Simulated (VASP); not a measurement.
Level of theory: LDA (Ceperley-Alder, Perdew-Zunger), VASP's LDA PAW potentials (set 64) (plane waves; VASP). Each cell was relaxed at this level, without spin-orbit coupling.

Question: Which of these comes out without a gap?
(A) WSe2, P6_3/mmc (194)
(B) HfS2, P-3m1 (164)
(C) Pt3Ti, Pm-3m (221)
(D) NaF, Fm-3m (225)

Answer: C, Pt3Ti, Pm-3m (221). The others have gaps of 6.43 eV (NaF, Fm-3m (225)), 0.63 eV (HfS2, P-3m1 (164)), 0.84 eV (WSe2, P6_3/mmc (194)).
